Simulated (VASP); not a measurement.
A VASP calculation is set up with these files.

INCAR:
```
# general
SYSTEM  = SrTiO3
PREC    = Accurate
ENCUT   = 520
LREAL   = .FALSE.
LASPH   = .TRUE.

# electronic loop
EDIFF   = 1E-8
NELM    = 100
ALGO    = Normal
LMAXMIX = 4
LMIXTAU = .TRUE.

# smearing
ISMEAR  = 0
SIGMA   = 0.05

# functional
METAGGA = R2SCAN

# ions
IBRION  = 1
NSW     = 30
ISIF    = 2
EDIFFG  = -0.001

# output
LWAVE   = .FALSE.
LCHARG  = .FALSE.
```

File POSCAR:
```
SrTiO3
1
    3.9131560268    -0.0000000000    -0.0000000000
    0.0000000000     3.9131560268    -0.0000000000
    0.0000000000     0.0000000000     3.9131560268
Sr Ti O
1 1 3
Direct
  0.0000000000   0.0000000000   0.0000000000
  0.5000000000   0.5000000000   0.5000000000
  0.5000000000   0.0000000000   0.5000000000
  0.0000000000   0.5000000000   0.5000000000
  0.5000000000   0.5000000000   0.0000000000
```

File KPOINTS:
```
Automatic mesh
0
Gamma
5 5 5
0 0 0
```

POTCAR, in this order: Sr_sv Ti_sv O (PBE.64 set). Program: vasp_std.

Problem. Translate this r2SCAN calculation to Ansatz.

Solution. One equivalent input (not run):
Ansatz 0.2 input:
```yaml
crystal:
  lattice:
    - [3.9131560, 0.0000000, 0.0000000]
    - [0.0000000, 3.9131560, 0.0000000]
    - [0.0000000, 0.0000000, 3.9131560]
  atoms:
    - { symbol: Sr, position: [0.0000000, 0.0000000, 0.0000000] }
    - { symbol: Ti, position: [0.5000000, 0.5000000, 0.5000000] }
    - { symbol: O, position: [0.5000000, 0.0000000, 0.5000000] }
    - { symbol: O, position: [0.0000000, 0.5000000, 0.5000000] }
    - { symbol: O, position: [0.5000000, 0.5000000, 0.0000000] }
kpoints:
  mp_grid: { grid: [5, 5, 5] }
hamiltonian:
  xc: r2scan
  pseudopotentials: { kind: paw }
scf:
  occupations: { method: gaussian, width: 0.05 }
  max_iter: 100
relax:
  max_steps: 30
  f_tol: 0.001
output: { forces: true, stress: true, eigenvalues: true }
```
Limits of the translation: each code has its own PAW files, so the cut-off isn't converted (ENCUT is set for VASP's; basis.ecutwfc is left out, and Ansatz then takes the one that its files recommend); Ansatz stops its SCF on the density residual and VASP on the energy change (EDIFF).

The compound is SrTiO3 in the cubic perovskite structure, the ideal cubic form; the compound distorts at low or room temperature. It was relaxed first. The start is the result of an earlier pass.
